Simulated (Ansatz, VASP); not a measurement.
**NaGeF3: VASP beside Ansatz**

Wanted: the spread between two codes on one cell, functional and k mesh. The cell is generated by rule, not measured, and may not be a known phase. The cell is taken from a series of runs on this material, whose earlier steps may have relaxed, scaled, displaced or heated it; both programs get it as it stands.

Calculated with Ansatz 0.2.0; plane waves, with VASP 6.6.1 beside it; zone-centre phonons at PBEsol.

The structure was built from a prototype and need not be the compound's stable phase.

## 1. The structure

It takes space group R3m (No. 160, trigonal). The conventional cell has a = 7.018 Å, b = 7.018 Å, c = 6.004 Å, α = 90.00°, β = 90.00°, γ = 120.00°. Nearest to Na lie 3 F at 2.35 Å. Ge has 3 F at 1.87 Å nearest. Nearest to F lie 1 Ge at 1.87 Å and 1 Na at 2.35 Å. Farther neighbours and most contacts between anions are not listed.

## 2. Ansatz: zone-centre phonons, PBEsol

Ansatz runs on its PAW soft_1 files.

Second derivatives magnify differences that forces hide, and they need a tight electronic threshold.

The input, input.yaml:

```yaml
crystal:
  lattice:
    - [3.5090687778, 2.0259618035, 2.0012506159]
    - [-3.5090687778, 2.0259618035, 2.0012506159]
    - [0.0, -4.0519236069, 2.001250616]
  atoms:
    - { symbol: Na, position: [0.9784066589, 0.9784066589, 0.9784066589] }
    - { symbol: Ge, position: [0.4833611849, 0.4833611849, 0.4833611849] }
    - { symbol: F, position: [0.5519364826, 0.9182624762, 0.5519364826] }
    - { symbol: F, position: [0.9182624762, 0.5519364826, 0.5519364826] }
    - { symbol: F, position: [0.5519364826, 0.5519364826, 0.9182624762] }
kpoints:
  mp_grid: { grid: [6, 6, 6] }
hamiltonian:
  xc: pbesol
  pseudopotentials: { kind: paw, azcp: { folder: soft_1 }, xc_functional: pbe }
scf:
  occupations: { method: fixed }
output:
  eigenvalues: true
phonons:
  method: dfpt
  dielectric: true
  rigid_motions: translations
```

Command:

```
$ ansatz run input.yaml --threads 8 --pin off --max-ram 16384MiB --backend cpu --events-out ev --progress --plain --runs-dir out
```

Numbers of over 12 decimals in the logs are rounded to 6 here.

The log of the run:

```text
Engine: ansatz 0.2.0, aarch64-unknown-linux-gnu
Pseudopotentials: kind: paw
Pseudopotential: Na, paw, valence charge 9, recommended cutoff 420 eV (normal), soft_1/Na.paw.azcp
Pseudopotential: Ge, paw, valence charge 14, recommended cutoff 420 eV (normal), soft_1/Ge.paw.azcp
Pseudopotential: F, paw, valence charge 7, recommended cutoff 420 eV (normal), soft_1/F.paw.azcp
Functional definition: PBEsol
  exchange = pbesol_x
  correlation = pbesol_c
Crystal: 5 atoms, lattice volume = 85.364 Å³
Basis set: ecut = 420 eV, 1687 PW (Γ), exchange–correlation on 64×64×64 points (8 copies of the dense FFT grid, shifted against one another)
Bands: 27, of which v1, the nominal top of the filled ones, is band 22 counted from 1 (21 counted from 0)
Symmetry: 6 space group operations
k-points: 112 of 216 (irreducible under 1 space group operation, time reversal used)
Non-local potential: Na, projectors of the file, l = 0: 3, l = 1: 2, l = 2: 1
Non-local potential: Ge, projectors of the file, l = 0: 2, l = 1: 2, l = 2: 3, l = 3: 1
Non-local potential: F, projectors of the file, l = 0: 2, l = 1: 2, l = 2: 1
PAW form: soft (Blöchl's): semilocal exchange-correlation on the pseudo side does not see the compensation charge
PAW frozen core: Na, regenerated for the run's functional, and the local potential with it (the file was generated under x = pbe(κ = 0.804, μ = 0.219515), c = pbe(β = 0.066725))
PAW frozen core: Ge, regenerated for the run's functional, and the local potential with it (the file was generated under x = pbe(κ = 0.804, μ = 0.219515), c = pbe(β = 0.066725))
PAW frozen core: F, regenerated for the run's functional, and the local potential with it (the file was generated under x = pbe(κ = 0.804, μ = 0.219515), c = pbe(β = 0.066725))
PAW one-centre angular grid: Na, 110 points (default); XC on 64 Gauss nodes
PAW one-centre angular grid: Ge, 590 points (default); XC on 64 Gauss nodes
PAW one-centre angular grid: F, 110 points (default); XC on 64 Gauss nodes
Initial density: superposition of atomic densities (chi_scale 0.1, normalization cell, long waves kept (reshape's long-wave potential 0.04 eV rms))
Initial wavefunctions: pseudopotential atomic-orbital guess
Functional: x = pbesol(κ = 0.804, μ = 0.123457), c = pbesol(β = 0.046)
SCF iter   1: F=—  HF=-8139.392945 eV  |F-HF|=—  |Δ(HF+E_count)|=         —  Δρ=1.53e-1  dr2=1.65e1  ethr=3.10e-3  ⟨swp⟩=5.0  Hψ=10941  notcnv=0  defer=334
preconditioner: auto → Resta (q_TF=auto, 2.443 Å⁻¹)  ε∞=3.6  [insulator: Δε(μ)=3.980 eV  Ē_g=12.828 eV  n_scr=24 (ndim 8)  ℏωp=20.5 eV  f_vac=0.168  ε∞_Penn≈3.6]
SCF iter   2: F=—  HF=-8134.544377 eV  |F-HF|=—  |Δ(HF+E_count)|=    4.85e0  Δρ=5.89e-2  dr2=2.10e0  ethr=3.10e-3  ⟨swp⟩=4.0  Hψ=7301  notcnv=0  defer=264
SCF iter   3: F=—  HF=-8133.911728 eV  |F-HF|=—  |Δ(HF+E_count)|=   6.33e-1  Δρ=2.24e-2  dr2=5.87e-1  ethr=3.10e-3  ⟨swp⟩=2.8  Hψ=6369  notcnv=0  defer=235
SCF iter   4: F=—  HF=-8133.741448 eV  |F-HF|=—  |Δ(HF+E_count)|=   1.70e-1  Δρ=1.11e-2  dr2=1.46e-1  ethr=1.33e-3  ⟨swp⟩=2.0  Hψ=3308  notcnv=0  defer=277
SCF iter   5: F=—  HF=-8133.689317 eV  |F-HF|=—  |Δ(HF+E_count)|=   5.21e-2  Δρ=2.30e-3  dr2=9.57e-3  ethr=3.31e-4  ⟨swp⟩=2.1  Hψ=5812  notcnv=0  defer=328
SCF iter   6: F=—  HF=-8133.689121 eV  |F-HF|=—  |Δ(HF+E_count)|=   1.96e-4  Δρ=5.69e-4  dr2=3.90e-4  ethr=2.17e-5  ⟨swp⟩=3.5  Hψ=5250  notcnv=0  defer=334
SCF iter   7: F=—  HF=-8133.689524 eV  |F-HF|=—  |Δ(HF+E_count)|=   4.03e-4  Δρ=1.55e-4  dr2=1.92e-5  ethr=8.86e-7  ⟨swp⟩=2.0  Hψ=5490  notcnv=0  defer=334
SCF iter   8: F=—  HF=-8133.689520 eV  |F-HF|=—  |Δ(HF+E_count)|=   3.97e-6  Δρ=6.71e-5  dr2=3.86e-6  ethr=4.37e-8  ⟨swp⟩=2.0  Hψ=5278  notcnv=0  defer=334
SCF iter   9: F=—  HF=-8133.689533 eV  |F-HF|=—  |Δ(HF+E_count)|=   1.24e-5  Δρ=1.76e-5  dr2=4.10e-7  ethr=8.78e-9  ⟨swp⟩=2.0  Hψ=4473  notcnv=0  defer=178
SCF iter  10: F=—  HF=-8133.689533 eV  |F-HF|=—  |Δ(HF+E_count)|=   7.15e-7  Δρ=4.14e-6  dr2=1.99e-8  ethr=9.33e-10  ⟨swp⟩=2.0  Hψ=4044  notcnv=0  defer=209
SCF iter  11: F=—  HF=-8133.689533 eV  |F-HF|=—  |Δ(HF+E_count)|=   3.30e-8  Δρ=1.31e-6  dr2=1.16e-9  ethr=4.52e-11  ⟨swp⟩=2.0  Hψ=4279  notcnv=0  defer=212
SCF iter  12: F=—  HF=-8133.689533 eV  |F-HF|=—  |Δ(HF+E_count)|=   1.77e-9  Δρ=9.38e-7  dr2=4.11e-10  ethr=2.64e-12  ⟨swp⟩=2.0  Hψ=5371  notcnv=0  defer=212
SCF iter  13: F=-8133.689533 eV  HF=-8133.689533 eV  |F-HF|=2.91e-11  |Δ(HF+E_count)|=  4.00e-11  Δρ=1.13e-7  dr2=9.24e-12  ethr=1.00e-12  ⟨swp⟩=12.0  Hψ=20064  notcnv=0
SCF 1 converged in 13 iterations: F = -8133.689533 eV  dr2 = 9.24e-12
  greatest PAW one-centre occupation: 0.999 electrons in one spin orbital (limit 2), on the Na atom at site 0 (counted from 0), in its partial waves of l = 0
NSCF: frozen V_eff on 2 k-points
DFPT response loops at Γ: preconditioner auto → none (the input reference at scf.mixing.eps_inf says where Resta's filter doesn't serve); β = 0.50; Broyden in place of MSR1
SCF converged after 13 iterations
Free energy (F): -8133.689533 eV
Harris-Foulkes:  -8133.689533 eV  (|F-HF|=2.91e-11)
Internal energy: -8133.689533 eV  (E = F + TS)
E sigma→0 (E₀):  -8133.689533 eV
Fermi energy:    1.877443 eV
--- Per-component energies (eV) ---
  E_band       = -580.911596
  E_kinetic    = 796.194409
  E_local      = -6183.113085  (includes V_loc(G=0)·N_el)
  E_nonlocal   = 757.616009
  E_hartree    = 2526.665574
  E_xc         = -334.970011
  E_vxc        = -405.489894  (∫ρ·V_xc dr)
  E_paw        = -2845.814256  (= ΣΔE_a)
  E_vpaw       = -599.452357  (= ΣTr[D̂ρ^β])
  E_aug_tail   = 0.002186  (compensation charges beyond the density's cutoff)
  E_ewald      = -2851.370319
  E_core_change = 1.099960  (= ΣΔE_core)
  E_smearing   = -0.000000  (= −TS)
  E_closure    = -0.000000  (closes the sum)
  Σ components = -8133.689533   (vs F -8133.689533, Δ=0.00e0)
--- Band table (eV; the first three rows and the last of 112) ---
  k-point 0: bands = [... 18 lower, -0.8611, -0.7348, -0.7348, 0.3762, 7.4354, 9.2006, 9.2006, 9.8738, ... 1 higher]
  k-point 1: bands = [... 18 lower, -0.8231, -0.8082, -0.6791, 0.6312, 7.2652, 8.8170, 9.1981, 10.3328, ... 1 higher]
  k-point 2: bands = [... 18 lower, -0.8639, -0.8094, -0.5857, 1.0896, 6.7993, 8.8094, 9.1780, 10.3867, ... 1 higher]
  k-point 111: bands = [... 18 lower, -0.8442, -0.8442, -0.2162, 1.8774, 7.0259, 7.0259, 8.5890, 10.4491, ... 1 higher]
--- Phonons (Γ-DFPT): 6 representative perturbations + reference, on 112 of 216 k-points (Σ response iterations 23) ---
  k mesh reduced under 1 symmetry operation, with k and −k counted as one. Each operation leaves every solved perturbation unchanged. A smaller set is not considered because the run solves the response to a homogeneous field
  ASR residual: 8.830e-5 → 0.000e0 eV/Å²; symmetrization residual: 1.689e-5 eV/Å²
  ASR residual per site (eV/Å²): 8.83e-5 1.80e-5 3.77e-5 3.77e-5 3.77e-5
  Γ frequencies (cm⁻¹): 0.00 0.00 0.00 42.53 42.53 100.03 154.12 154.12 214.10 216.38 216.38 308.26 390.11 390.11 468.95
  ε∞ (high-frequency dielectric tensor):
        2.434361     0.000000     0.000000
        0.000000     2.434361    -0.000000
        0.000000    -0.000000     2.366008
  ε⁰ (static dielectric tensor: ions relaxed, cell fixed):
       18.498102    -0.000000    -0.000000
       -0.000000    18.498102    -0.000000
       -0.000000    -0.000000     4.860050
  ε⁰ − ε∞ (ionic part):
       16.063741    -0.000000    -0.000000
       -0.000000    16.063741    -0.000000
       -0.000000    -0.000000     2.494042
  softest optical mode at Γ: 42.53 cm⁻¹; the repairs (sum rule, projections) moved no ω² at Γ by more than (2.23 cm⁻¹)²
  Born effective charges Z* (e; rows j = field, columns β = displacement):
    site 0:
         1.01278   -0.00000    0.00000
        -0.00000    1.01278    0.00000
         0.00000    0.00000    1.27550
    site 1:
         2.57448   -0.00000    0.00000
        -0.00000    2.57448   -0.00000
        -0.00000   -0.00000    2.22241
    site 2:
        -1.50469    0.53509    0.75689
         0.53509   -0.88682   -0.43699
         0.53799   -0.31061   -1.16597
    site 3:
        -1.50469   -0.53509   -0.75689
        -0.53509   -0.88682   -0.43699
        -0.53799   -0.31061   -1.16597
    site 4:
        -0.57789   -0.00000    0.00000
        -0.00000   -1.81362    0.87398
         0.00000    0.62122   -1.16597
  Z* charge neutrality: 6.315e-5 e pre-enforcement
  k-mesh period / interband length: 27.1 Å / 1.29 Å = 21.04 at k = (0.0000, 0.0000, -0.5000), direct gap 5.227 eV — 14 or more, which is no proof of convergence
  optical modes at Γ without the LO–TO term, one row a degenerate level:
      ω (cm⁻¹)  modes    IR ((D/Å)²/amu)
[...]
optical modes at Γ + LO–TO along q̂ = [1.0000, 0.0000, 0.0000]:
      ω (cm⁻¹)  modes    IR ((D/Å)²/amu)
[...]
optical modes at Γ + LO–TO along q̂ = [0.0000, 1.0000, 0.0000]:
      ω (cm⁻¹)  modes    IR ((D/Å)²/amu)
[...]
optical modes at Γ + LO–TO along q̂ = [0.0000, 0.0000, 1.0000]:
      ω (cm⁻¹)  modes    IR ((D/Å)²/amu)
         42.53      2             1.9692
        100.03      1             0.0000
        154.12      2             1.2954
        216.38      2             1.2157
        254.41      1             0.9456
        321.89      1             0.7407
        390.11      2            17.7712
        541.66      1             7.8738
```

The column dr2 measures how far the density is from self-consistency, as an energy; F and HF (Harris–Foulkes) agree once it is small.

(Part 1 of 3 ends here.)

[Lines on the potential files, build, host, timing and source positions are cut from VASP's logs without a mark.]

[Logs are printed without paths, hosts, clocks, repeated set-up lines and the standing remarks that a program may print on its own settings, such as how far it seeks lower states.]

[Hosts, paths, dates, database ids (printed as entryN), source tags and the programs' standing remarks are cut or masked in the printed files.]
